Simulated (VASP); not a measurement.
Here is a VASP 6.6.1 calculation.

The input INCAR:

```
PREC = Accurate ; ENCUT = 520
EDIFF = 1E-7 ; ISMEAR = 0
SIGMA = 0.01 ; LREAL = False
LASPH = True ; NELM = 80
ALGO = Normal ; ISIF = 2
LWAVE = False ; LCHARG = True
GGA = PE ; LELF = True
```

KPOINTS

```
regular mesh
0
Gamma
  1 1 1
```

The input POSCAR:

```
Si2H3Cl3
1.0
   13.0000000000      0.0000000000      0.0000000000
    0.0000000000     13.0000000000      0.0000000000
    0.0000000000      0.0000000000     14.0000000000
Cl Si H
3 2 3
Direct
    0.3552000000      0.5436269200      0.6164571400
    0.4749846200      0.3576423100      0.4069071400
    0.4653307700      0.6073115400      0.3487500000
    0.5109615400      0.5421192300      0.5927000000
    0.5372769200      0.4997115400      0.4320000000
    0.5589615400      0.4642884600      0.6561071400
    0.5532692300      0.6455884600      0.6140428600
    0.6468000000      0.4961038500      0.4029857100
```

Potentials or basis: VASP PAW PBE potentials, release 64 (Cl, Si, H).

Command:

```bash
$ cat potpaw_PBE.64/Cl/POTCAR potpaw_PBE.64/Si/POTCAR potpaw_PBE.64/H/POTCAR > POTCAR
$ mpirun -np 1 vasp_gam > vasp.out
```

(1) Estimate the largest force.

(2) Predict the gap between the frontier levels.

## Answers

(1) 0.252 eV/Å.

(2) 4.94 eV.
